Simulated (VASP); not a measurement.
```xyz
1
Lattice="-3.0500 3.0500 3.0500 3.0500 -3.0500 3.0500 3.0500 3.0500 -3.0500" Properties=species:S:1:pos:R:3 pbc="T T T"
Cs     0.0000     0.0000     0.0000
```

Level of theory: MS2 meta-GGA, VASP's PBE PAW potentials (set 64) (plane waves; VASP). Numerical set-up: 520 eV cut-off, 8×8×8 Γ-centred mesh, first-order Methfessel-Paxton smearing of 0.10 eV, potentials Cs_sv.

Energy and stress use the plane-wave basis of the starting cell.

### Question
The ions, cell shape and volume are relaxed. Predict the relaxed structure.

### Answer

```xyz
1
Lattice="-3.1172 3.1172 3.1172 3.1172 -3.1172 3.1172 3.1172 3.1172 -3.1172" Properties=species:S:1:pos:R:3 pbc="T T T"
Cs     3.1172     3.1172    -3.1172
```
Space group Im-3m (229), at a tolerance of 0.03 Å.

### Question
How do energy and volume change from the first to the last step?

### Answer
The energy (σ→0) changes by -3.4 meV/atom and the volume by +6.8 %, in 4 ionic steps.

The compound is Cs in the bcc structure. This run relaxes it. Symmetry was kept, so distortions that lower it aren't found.
